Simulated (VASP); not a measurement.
Output of a VASP run:

**OSZICAR**
```
       N       E                     dE             d eps       ncg     rms          rms(c)
DAV:   1     0.123635227357E+03    0.12364E+03   -0.84055E+03   980   0.129E+03
DAV:   2    -0.314750179058E+01   -0.12678E+03   -0.12513E+03   980   0.368E+02
DAV:   3    -0.107813332656E+02   -0.76338E+01   -0.74597E+01  1524   0.734E+01
DAV:   4    -0.109437773828E+02   -0.16244E+00   -0.16202E+00  1408   0.110E+01
DAV:   5    -0.109487643474E+02   -0.49870E-02   -0.49857E-02  1440   0.197E+00    0.787E+00
DAV:   6    -0.101828434981E+02    0.76592E+00   -0.51309E+00  1638   0.247E+01    0.266E+00
DAV:   7    -0.101711258540E+02    0.11718E-01   -0.20110E-01  1528   0.482E+00    0.185E+00
DAV:   8    -0.101719428844E+02   -0.81703E-03   -0.76548E-02  1596   0.273E+00    0.364E-01
DAV:   9    -0.101732164137E+02   -0.12735E-02   -0.32680E-02  1612   0.214E+00    0.353E-01
DAV:  10    -0.101718654551E+02    0.13510E-02   -0.12629E-02  1640   0.127E+00    0.350E-02
DAV:  11    -0.101718956307E+02   -0.30176E-04   -0.37894E-04  1480   0.169E-01    0.181E-02
DAV:  12    -0.101719077072E+02   -0.12077E-04   -0.71677E-05  1232   0.837E-02    0.815E-03
DAV:  13    -0.101719099613E+02   -0.22541E-05   -0.43297E-06  1226   0.154E-02    0.705E-03
DAV:  14    -0.101719101591E+02   -0.19782E-06   -0.55141E-06  1356   0.258E-02    0.905E-04
DAV:  15    -0.101719100721E+02    0.87007E-07   -0.22410E-07  1064   0.350E-03
   1 F= -.10171910E+02 E0= -.10171181E+02  d E =-.218603E-02
```

### OUTCAR
```
------------------------ aborting loop because EDIFF is reached ----------------------------------------
  FORCE on cell =-STRESS in cart. coord.  units (eV):
  Direction    XX          YY          ZZ          XY          YZ          ZX
  --------------------------------------------------------------------------------------
  Total        0.0721761      0.0721761      0.0721761      0.0000000      0.0000000     -0.0000000
  in kB        1.6336074      1.6336074      1.6336074      0.0000000      0.0000000     -0.0000000
  external PRESSURE =       1.6336074 kB  Pullay stress =       0.0000000 kB
  volume of cell :       70.79
      direct lattice vectors                 reciprocal lattice vectors
     4.136681271  0.000000000  0.000000000     0.241739678  0.000000000  0.000000000
     0.000000000  4.136681271  0.000000000     0.000000000  0.241739678  0.000000000
     0.000000000  0.000000000  4.136681271     0.000000000  0.000000000  0.241739678
 POSITION                                       TOTAL-FORCE (eV/Angst)
 -----------------------------------------------------------------------------------
      0.00000      0.00000      0.00000         0.000000      0.000000      0.000000
      0.00000      2.06834      2.06834         0.000000      0.000000      0.000000
      2.06834      0.00000      2.06834         0.000000      0.000000      0.000000
      2.06834      2.06834      0.00000         0.000000      0.000000      0.000000
 -----------------------------------------------------------------------------------
    total drift:                                0.000000      0.000000      0.000000
  FREE ENERGIE OF THE ION-ELECTRON SYSTEM (eV)
  ---------------------------------------------------
  free  energy   TOTEN  =       -10.1719100721 eV

  energy  without entropy=      -10.1697240382  energy(sigma->0) =      -10.17118139
```
(Selected blocks of OUTCAR.)

File POSCAR:
```
Al3Sc
1
    4.1366812706     0.0000000000     0.0000000000
    0.0000000000     4.1366812706     0.0000000000
    0.0000000000     0.0000000000     4.1366812706
Sc Al
1 3
Direct
  0.0000000000   0.0000000000   0.0000000000
  0.0000000000   0.5000000000   0.5000000000
  0.5000000000   0.0000000000   0.5000000000
  0.5000000000   0.5000000000   0.0000000000
```

Problem. Write an INCAR and KPOINTS that could have produced this output.

Solution. Several could match; the one computed here: the input of the run itself, vdW-DF2, plane waves, VASP's PBE PAW potentials (set 64).

### KPOINTS
```
Automatic mesh
0
Gamma
8 8 8
0 0 0
```

INCAR:
```
SYSTEM = Al3Sc
PREC = Accurate
ENCUT = 520
EDIFF = 1E-7
NELM = 100
ALGO = Normal
LREAL = .FALSE.
LASPH = .TRUE.
ISMEAR = 1
SIGMA = 0.1
GGA = ML
ZAB_VDW = -1.8867
LUSE_VDW = .TRUE.
AGGAC = 0.0
LMAXMIX = 4
LWAVE = .FALSE.
LCHARG = .FALSE.
ISIF = 2
```

POTCAR, in this order: Sc_sv Al (PBE.64 set). Program: vasp_std.

The compound is Al3Sc in the L1_2 structure. It was relaxed first.
